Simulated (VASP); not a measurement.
An input for Ansatz (written as the equivalent of a VASP run, and not itself run):

Ansatz 0.2 input:
```yaml
crystal:
  lattice:
    - [0.0000000, 2.4106739, 2.4106739]
    - [2.4106739, 0.0000000, 2.4106739]
    - [2.4106739, 2.4106739, 0.0000000]
  atoms:
    - { symbol: Cd, position: [0.0000000, 0.0000000, 0.0000000] }
    - { symbol: O, position: [0.5000000, 0.5000000, 0.5000000] }
kpoints:
  mp_grid: { grid: [13, 13, 13] }
hamiltonian:
  xc: revpbe
  pseudopotentials: { kind: paw }
scf:
  occupations: { method: methfessel_paxton, width: 0.1 }
  max_iter: 100
output: { forces: true, stress: true, eigenvalues: true }
```

Task: Write the VASP files for the same calculation (revPBE).

Result: Several could match; the one computed here: 
### KPOINTS
```
Regular mesh
0
Gamma
  13 13 13
```

**INCAR**
```
ALGO  =  Normal
EDIFF  =  1E-7
ENCUT  =  520
GGA  =  RE
ISIF  =  2
ISMEAR  =  1
LASPH  =  T
LCHARG  =  F
LMAXMIX  =  4
LREAL  =  F
LWAVE  =  F
NELM  =  100
PREC  =  Accurate
SIGMA  =  0.1
SYSTEM  =  CdO
```

POSCAR:
```
CdO
1
    0.0000000000     2.4106738838     2.4106738838
    2.4106738838     0.0000000000     2.4106738838
    2.4106738838     2.4106738838     0.0000000000
Cd O
1 1
Direct
  0.0000000000   0.0000000000   0.0000000000
  0.5000000000   0.5000000000   0.5000000000
```

POTCAR, in this order: Cd O (PBE.64 set). Program: vasp_std.

What does not carry over: each code has its own PAW files, so the cut-off isn't converted (ENCUT is set for VASP's; basis.ecutwfc is left out, and Ansatz then takes the one that its files recommend); Ansatz stops its SCF on the density residual and VASP on the energy change (EDIFF).

The compound is CdO in the rock salt structure. It was relaxed first, which changed the volume by +8 %.
